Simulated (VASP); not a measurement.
Input:

```
Ni3Sn4
1.0
    6.08852    -2.01998    -0.01649
    6.08852     2.01998    -0.01649
   -1.36050     0.00000     5.02408
Sn Ni
4 3
Direct
  0.17130   0.17130   0.81135
  0.82870   0.82870   0.18865
  0.42836   0.42836   0.68681
  0.57164   0.57164   0.31319
  0.00000   0.00000   0.00000
  0.21603   0.21603   0.33553
  0.78397   0.78397   0.66447
```

The numbers are results of PBE GGA with D3 dispersion (Becke-Johnson damping), VASP's PBE PAW potentials (set 64) (plane waves; VASP 6.6.1), not measurements. Settings: 400 eV cut-off, 9×9×7 Γ-centred mesh, tetrahedra with Blöchl corrections, potentials Sn_d Ni.

The cores are frozen, which limits the accuracy of field gradients.

Task: Give the principal components of the electric field gradient (V/Å²) and the asymmetry η at each nucleus.

Result: 
```json
[
 {"atom": "Sn1", "Vxx": "96.5", "Vyy": "49.4", "Vzz": "-146.0", "η": "0.32"},
 {"atom": "Sn2", "Vxx": "96.5", "Vyy": "49.4", "Vzz": "-146.0", "η": "0.32"},
 {"atom": "Sn3", "Vxx": "64.5", "Vyy": "24.7", "Vzz": "-89.1", "η": "0.45"},
 {"atom": "Sn4", "Vxx": "64.5", "Vyy": "24.7", "Vzz": "-89.1", "η": "0.45"},
 {"atom": "Ni5", "Vxx": "11.1", "Vyy": "6.4", "Vzz": "-17.6", "η": "0.27"},
 {"atom": "Ni6", "Vxx": "-14.2", "Vyy": "-2.8", "Vzz": "17.1", "η": "0.67"},
 {"atom": "Ni7", "Vxx": "-14.2", "Vyy": "-2.8", "Vzz": "17.1", "η": "0.67"}
]
```

The structure comes from a measured Ni3Sn4 entry (C2/m) of the Crystallography Open Database, whose conditions weren't checked. It was relaxed first. The run is not spin-polarised, so no magnetic state was tried.
